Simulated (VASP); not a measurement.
Here is a VASP 6.6.1 calculation.

The input INCAR:

```
  PREC = Accurate
  ENCUT = 520
  EDIFF = 1E-7
  ISMEAR = -1
  SIGMA = 0.05
  LREAL = Auto
  LASPH = T
  NELM = 100
  ALGO = Normal
  ISIF = 2
  LWAVE = F
  LCHARG = T
  GGA = PE
  IVDW = 12
  LELF = T
  LVHAR = T
  NBANDS = 33
```

File KPOINTS:

```
regular mesh
0
Gamma
  1 1 1
```

The input POSCAR:

```
H10SO4
1.0
    5.2414830000      0.0000000000      0.0000000000
    0.0000000000      5.2414830000      0.0000000000
    0.0000000000      0.0000000000      5.2414830000
O H S
4 10 1
Direct
    1.1002992855      0.1144904982      0.7627993833
    0.7782911821      1.1304815832      0.1523805381
    0.3735393208      0.8214087502      0.1316230540
    0.4122688178      0.5014992894      0.7727965540
    1.2042011774     -0.0113135920      0.8657091896
    0.9673788888      0.1708485938      0.8762214816
    0.6302414794      1.0213521631      0.1026617848
    0.8693913536      1.0224014845      0.2922073772
    0.2287520536      0.8182607861      0.2485556092
    0.3661559143      0.6821351896     -0.0090813993
    0.3196805179      0.3337795811      0.7491963629
    0.5751998051      0.5059064391      0.7013663881
    0.8393426059      0.4910823902      0.2985223838
    1.1006617784      0.5982276390      0.5615204704
    0.8758780673      0.6792543255      0.4841187122
```

Potentials or basis: VASP PAW PBE potentials, release 64 (O, H, S).

Launch:

```bash
$ cat potpaw_PBE.64/O/POTCAR potpaw_PBE.64/H/POTCAR potpaw_PBE.64/S/POTCAR > POTCAR
$ mpirun -np 1 vasp_gam > vasp.out
```

Task: Estimate the band gap on the k mesh.

Result: 4.72 eV, direct.

Task: Estimate the largest force.

Result: 2.891 eV/Å.

Task: Estimate the pressure.

Result: 1.8 GPa.

Stress tensor (GPa, compression positive):
```
 4.25  0.14 -3.41
 0.14  0.12 -0.51
-3.41 -0.51  1.03
```
